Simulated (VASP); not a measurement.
Data:

```
CELL_PARAMETERS angstrom
      1.57070    -2.72052     0.00000
      1.57070     2.72052     0.00000
      0.00000     0.00000     3.49139
ATOMIC_POSITIONS crystal
  Hf 0.00000 0.00000 0.00000
  B  0.33333 0.66667 0.50000
  B  0.66667 0.33333 0.50000
```

All values below come from PBE GGA, VASP's PBE PAW potentials (set 64) (plane waves; VASP). Settings: 520 eV cut-off, Gaussian smearing of 0.050 eV, potentials Hf_pv B.

Problem. Give the energies of bands 5 to 11 at the high-symmetry points, in eV from the Fermi level.

Solution. 
| band | Γ | M | K | A | L | H |
|---|---|---|---|---|---|---|
| 5 | -3.21 | -9.26 | -8.49 | -8.56 | -7.72 | -9.32 |
| 6 | -3.08 | -4.34 | -7.94 | -1.39 | -5.15 | -5.71 |
| 7 | -3.08 | -3.63 | -2.81 | -1.39 | -4.90 | -3.35 |
| 8 | -3.01 | -3.05 | -2.81 | 0.14 | -2.88 | -3.35 |
| 9 | 3.80 | 1.88 | 1.51 | 0.14 | 3.78 | 4.18 |
| 10 | 3.80 | 2.51 | 1.51 | 0.80 | 3.89 | 5.19 |
| 11 | 4.41 | 5.33 | 3.25 | 0.80 | 6.04 | 6.67 |

It has no gap at this level: it comes out as a metal or semimetal.

The compound is HfB2 in the AlB2 type structure. It was relaxed first.
